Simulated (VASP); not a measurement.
C, 2 atoms in the cell. It takes space group Fd-3m (No. 227, cubic). The conventional cell has a = 3.567 Å, b = 3.567 Å, c = 3.567 Å, α = 90.00°, β = 90.00°, γ = 90.00°. C (site symmetry -43m) is surrounded by 4 C at 1.54 Å. This isn't the form of C at room conditions, which is graphite.

| Property | Result |
| --- | --- |
| Program | VASP 6.6.1 |
| Task | relaxation of cell and atoms |
| Functional | PBE |
| Potentials or basis | VASP PAW PBE potentials, release 64 (C_h) |
| Cutoff | 900 eV |
| k mesh | 14 × 14 × 14 |
| Occupations | gaussian, width 0.02 eV |
| Spin | no spin polarisation |
| Further INCAR settings | ALGO = Normal; EDIFF = 1e-07; IBRION = 2; EDIFFG = -0.002; NSW = 80; ISIF = 3 |

Potentials or basis: VASP PAW PBE potentials, release 64 (C_h).

Run with:

```bash
$ cat potpaw_PBE.64/C_h/POTCAR > POTCAR
$ mpirun -np 1 vasp_std > vasp.out
```

Hardware: 1 thread of Intel(R) Xeon(R) 6975P-C (Granite Rapids) (shared host).

**Question.** How long does it take, and how much memory?

**Answer.** Run time: 21 s on 1 thread of Intel(R) Xeon(R) 6975P-C (Granite Rapids) (shared host), peak memory 0.15 GiB. Counts: scf iterations 21, k points 104, ion steps 3.
